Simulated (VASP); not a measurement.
Output of a VASP run:

### OUTCAR
```
 ion  position               nearest neighbor table
   1  0.991  0.998  0.004-   2 2.30   2 2.31   3 2.32   3 2.35   2 2.37   3 2.38   3 2.38   3 2.41
                             2 2.41   2 2.42   3 2.44   2 2.48
   2  0.336  0.654  0.479-   3 1.69   3 1.75   3 1.83   1 2.30   1 2.31   1 2.37   1 2.41   1 2.42
                             1 2.48
   3  0.673  0.348  0.517-   2 1.69   2 1.75   2 1.83   1 2.32   1 2.35   1 2.38   1 2.38   1 2.41
                             1 2.44
  LATTYP: Found a hexagonal cell.
 ALAT       =     3.0300000230
 C/A-ratio  =     1.0660065926
 Subroutine PRICEL returns:
 Original cell was already a primitive cell.
 Subroutine GETGRP returns: Found  1 space group operations
The static configuration has the point symmetry C_1 .
The dynamic configuration has the point symmetry C_1 .
 Subroutine INISYM returns: Found  1 space group operations
 Subroutine IBZKPT returns following result:
 Found    226 irreducible k-points:

 Following reciprocal coordinates:
            Coordinates               Weight
  0.000000  0.000000  0.000000      1.000000
  0.125000 -0.000000  0.000000      2.000000
 -0.000000  0.125000  0.000000      2.000000
 -0.125000  0.125000  0.000000      2.000000
  0.250000 -0.000000  0.000000      2.000000
 -0.000000  0.250000  0.000000      2.000000
 -0.250000  0.250000  0.000000      2.000000
  0.375000  0.000000  0.000000      2.000000
  0.000000  0.375000  0.000000      2.000000
 -0.375000  0.375000  0.000000      2.000000
  0.500000 -0.000000  0.000000      1.000000
 -0.000000  0.500000  0.000000      1.000000
  0.500000  0.500000  0.000000      1.000000
  0.125000  0.125000  0.000000      2.000000
 -0.125000  0.250000  0.000000      2.000000
 -0.250000  0.125000  0.000000      2.000000
  0.250000  0.125000  0.000000      2.000000
 -0.125000  0.375000  0.000000      2.000000
 -0.375000  0.250000  0.000000      2.000000
 -0.250000  0.375000  0.000000      2.000000
  0.125000  0.250000  0.000000      2.000000
  0.375000 -0.125000  0.000000      2.000000
  0.375000  0.125000  0.000000      2.000000
 -0.125000  0.500000  0.000000      2.000000
  0.500000  0.375000  0.000000      2.000000
 -0.375000  0.500000  0.000000      2.000000
  0.125000  0.375000  0.000000      2.000000
  0.500000 -0.125000  0.000000      2.000000
  0.250000  0.250000  0.000000      2.000000
 -0.250000  0.500000  0.000000      2.000000
  0.500000  0.250000  0.000000      2.000000
  0.375000  0.250000  0.000000      2.000000
 -0.250000 -0.375000  0.000000      2.000000
  0.375000  0.375000  0.000000      2.000000
  0.000000  0.000000  0.142857      2.000000
  0.125000 -0.000000  0.142857      2.000000
 -0.000000  0.125000  0.142857      2.000000
 -0.125000  0.125000  0.142857      2.000000
 -0.125000  0.000000  0.142857      2.000000
  0.000000 -0.125000  0.142857      2.000000
   k-points           NKPTS =    226   k-points in BZ     NKDIM =    226   number of bands    NBANDS=     13
   number of dos      NEDOS =    301   number of ions     NIONS =      3
   total plane-waves  NPLWV =   9600
   dimension x,y,z NGX =    20 NGY =   20 NGZ =   24
   dimension x,y,z NGXF=    40 NGYF=   40 NGZF=   48
   ions per type =               1   2
   PREC   = accura    normal or accurate (medium, high low for compatibility)
   ISTART =      0    job   : 0-new  1-cont  2-samecut
   ICHARG =      2    charge: 1-file 2-atom 10-const
   ISPIN  =      1    spin polarized calculation?
   LNONCOLLINEAR =      F non collinear calculations
   LSORBIT =      F    spin-orbit coupling
   INIWAV =      1    electr: 0-lowe 1-rand  2-diag
   ENCUT  =  400.0 eV  29.40 Ry    5.42 a.u.   4.94  4.94  5.27*2*pi/ulx,y,z
   NELM   =    100;   NELMIN=  2; NELMDL= -5     # of ELM steps
   EDIFF  = 0.1E-05   stopping-criterion for ELM
   LREAL  =      F    real-space projection
   NLSPLINE    = F    spline interpolate recip. space projectors
   LMAXMIX     =    4 max onsite mixed and CHGCAR
...
```

**OSZICAR**
```
       N       E                     dE             d eps       ncg     rms          rms(c)
DAV:   1     0.108667139869E+03    0.10867E+03   -0.80139E+03  5896   0.133E+03
DAV:   2    -0.213936179741E+02   -0.13006E+03   -0.12644E+03  6026   0.353E+02
DAV:   3    -0.292473291763E+02   -0.78537E+01   -0.77473E+01  8391   0.855E+01
DAV:   4    -0.295025366642E+02   -0.25521E+00   -0.25501E+00  7674   0.144E+01
DAV:   5    -0.295098609645E+02   -0.73243E-02   -0.73236E-02  8653   0.208E+00    0.168E+01
DAV:   6    -0.242976744293E+02    0.52122E+01   -0.26998E+01  7789   0.597E+01    0.390E+00
DAV:   7    -0.243263172931E+02   -0.28643E-01   -0.18545E+00  6494   0.160E+01    0.339E+00
DAV:   8    -0.243323578491E+02   -0.60406E-02   -0.16699E-01  8604   0.379E+00    0.758E-01
DAV:   9    -0.243256938602E+02    0.66640E-02   -0.69455E-02  7912   0.352E+00    0.285E-01
DAV:  10    -0.243249829927E+02    0.71087E-03   -0.47671E-03  7219   0.940E-01    0.592E-02
DAV:  11    -0.243249939791E+02   -0.10986E-04   -0.30966E-04  8667   0.215E-01    0.487E-02
DAV:  12    -0.243249772604E+02    0.16719E-04   -0.10462E-04  7534   0.139E-01    0.104E-02
DAV:  13    -0.243249767011E+02    0.55924E-06   -0.77932E-06  6947   0.364E-02
   1 F= -.24324977E+02 E0= -.24322365E+02  d E =-.522343E-02
```

File OUTCAR:
```
------------------------ aborting loop because EDIFF is reached ----------------------------------------
  FORCE on cell =-STRESS in cart. coord.  units (eV):
  Direction    XX          YY          ZZ          XY          YZ          ZX
  --------------------------------------------------------------------------------------
  Total        0.0888928      0.4753704     -0.1049734     -0.0694352      0.0359709      0.0087872
  in kB        5.5457326     29.6568012     -6.5489451     -4.3318339      2.2441079      0.5482050
  external PRESSURE =       9.5511962 kB  Pullay stress =       0.0000000 kB
  volume of cell :       25.68
      direct lattice vectors                 reciprocal lattice vectors
     1.515000000 -2.624057000  0.000000000     0.330033003 -0.190544641  0.000000000
     1.515000000  2.624057000  0.000000000     0.330033003  0.190544641  0.000000000
     0.000000000  0.000000000  3.230000000     0.000000000  0.000000000  0.309597523
 POSITION                                       TOTAL-FORCE (eV/Angst)
 -----------------------------------------------------------------------------------
      3.01323      0.01991      0.01142         0.355851     -0.399903     -0.246668
      1.49974      0.83420      1.54722         0.429345      1.185903      0.882103
      1.54702     -0.85411      1.67135        -0.785196     -0.785999     -0.635435
 -----------------------------------------------------------------------------------
    total drift:                               -0.000137      0.000121     -0.000078
  FREE ENERGIE OF THE ION-ELECTRON SYSTEM (eV)
  ---------------------------------------------------
  free  energy   TOTEN  =       -24.3249767011 eV

  energy  without entropy=      -24.3197532715  energy(sigma->0) =      -24.32236499
```
(Selected blocks of OUTCAR.)

POSCAR:
```
TiB2
1
    1.5150000000    -2.6240570000     0.0000000000
    1.5150000000     2.6240570000     0.0000000000
    0.0000000000     0.0000000000     3.2300000000
Ti B
1 2
Direct
 -0.0093280000  -0.0017400000   0.0035360000
  0.3360130000   0.6539170000   0.4790170000
  0.6733150000   0.3478230000   0.5174470000
```

Problem. Write an INCAR and KPOINTS that could have produced this output.

Solution. Several could match; the one computed here: the input of the run itself, PBE GGA, plane waves, VASP's PBE PAW potentials (set 64).

### INCAR
```
SYSTEM = TiB2
PREC = Accurate
ENCUT = 400
EDIFF = 1E-6
NELM = 100
ALGO = Normal
LREAL = .FALSE.
LASPH = .TRUE.
ISMEAR = 0
SIGMA = 0.2
GGA = PE
LMAXMIX = 4
LWAVE = .FALSE.
LCHARG = .FALSE.
ISIF = 2
```

### KPOINTS
```
Automatic mesh
0
Gamma
8 8 7
0 0 0
```

POTCAR, in this order: Ti_sv B (PBE.64 set). Program: vasp_std.

At this cut-off the stress carries a Pulay error, which pulls relaxed volumes low.

The structure is a typed TiB2 crystal. The cell was not relaxed at this level, atoms are displaced from their ideal sites.
